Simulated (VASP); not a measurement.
VASP ran on this input.

### KPOINTS
```
Automatic mesh
0
Gamma
6 6 4
0 0 0
```

POSCAR:
```
Sr2Si
1
    4.3865580000     0.0000000000     0.0000000000
   -2.1932790000     3.7988710000     0.0000000000
    0.0000000000     0.0000000000     7.0764290000
Si Sr
1 2
Direct
  0.0000000000   0.0000000000   0.0000000000
  0.3333330000   0.6666670000   0.2520000000
  0.6666670000   0.3333330000   0.7480000000
```

INCAR:
```
SYSTEM = Sr2Si
PREC = Accurate
ENCUT = 400
EDIFF = 1E-6
NELM = 100
ALGO = Normal
LREAL = .FALSE.
LASPH = .TRUE.
ISMEAR = 1
SIGMA = 0.1
GGA = PE
LMAXMIX = 4
LWAVE = .FALSE.
LCHARG = .FALSE.
ISIF = 2
```

POTCAR, in this order: Si Sr_sv (PBE.64 set). Program: vasp_gam.

The resulting files:

**standard output**
```
 POSCAR found type information on POSCAR SiSr
 POSCAR found :  2 types and       3 ions
 Reading from existing POTCAR
 Reading from existing POTCAR
 LDA part: xc-table for (Slater+PW92), standard interpolation

 -----------------------------------------------------------------------------
|                                                                             |
|     EEEEEEE  RRRRRR   RRRRRR   OOOOOOO  RRRRRR      ###     ###     ###     |
|     E        R     R  R     R  O     O  R     R     ###     ###     ###     |
|     E        R     R  R     R  O     O  R     R     ###     ###     ###     |
|     EEEEE    RRRRRR   RRRRRR   O     O  RRRRRR       #       #       #      |
|     E        R   R    R   R    O     O  R   R                               |
|     E        R    R   R    R   O     O  R    R      ###     ###     ###     |
|     EEEEEEE  R     R  R     R  OOOOOOO  R     R     ###     ###     ###     |
|                                                                             |
|     You are using the Gamma-point-only version with more than one           |
|     k-point or some other non-Gamma k-point.                                |
|                                                                             |
|       ---->  I REFUSE TO CONTINUE WITH THIS SICK JOB ... BYE!!! <----       |
|                                                                             |
 -----------------------------------------------------------------------------
```

Problem. Read the log: what went wrong, and how is it fixed?

Solution. The cause: the Γ-only program was given a k-mesh. VASP stops with an error: You are using the Gamma-point-only version with more than one k-point or some other non-Gamma k-point. ----> I REFUSE TO CONTINUE WITH THIS SICK JOB ... BYE!!! <---- To mend it, run vasp_std.

The mended run (PBE GGA, plane waves, VASP's PBE PAW potentials (set 64)) converges, and its OSZICAR ends with
```
   1 F= -.87135776E+01 E0= -.87122086E+01  d E =-.410679E-02
```

The structure was generated: Sr2Si was put into the CdI2 type (P-3m1), which need not be its known phase. The cell was not relaxed at this level.
